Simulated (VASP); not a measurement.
Input of a VASP 6.6.1 run:

Contents of INCAR:

```
SYSTEM = TiC
ALGO = Normal
EDIFF = 1E-6
EDIFFG = -0.005
ENCUT = 600
GGA = PE
IBRION = 2
ISIF = 3
ISMEAR = 1
KPAR = 2
LASPH = .True.
LCHARG = .False.
LREAL = .False.
LWAVE = .False.
NELM = 120
NSW = 80
PREC = Accurate
SIGMA = 0.1
```

File KPOINTS:

```
k-points
0
Gamma
  17 17 17
  0 0 0
```

POSCAR

```
TiC                                     
1.0
    0.0000000000      2.1667951016      2.1667951016
    2.1667951016      0.0000000000      2.1667951016
    2.1667951016      2.1667951016     -0.0000000000
  Ti              C             
     1     1
Direct
     0.0000000000000000    1.0000000000000000    0.0000000000000000
     0.5000000000000000    0.5000000000000000    0.5000000000000000
```

Potentials or basis: VASP PAW PBE potentials, release 64 (Ti_sv, C).

Run with:

```sh
$ cat potpaw_PBE.64/Ti_sv/POTCAR potpaw_PBE.64/C/POTCAR > POTCAR
$ mpirun -np 2 vasp_std > vasp.out
```

Estimate the band gap on the k mesh.

none (metal or under the smearing width).

Final structure:
```yaml
crystal:
  lattice:
    - [0.00000, 2.16680, 2.16680]
    - [2.16680, 0.00000, 2.16680]
    - [2.16680, 2.16680, 0.00000]
  atoms:
    - { symbol: Ti, position: [0.00000, 0.00000, 0.00000] }
    - { symbol: C, position: [0.50000, 0.50000, 0.50000] }
```

Caveat: the relaxation stopped at its first step, so nothing moved.
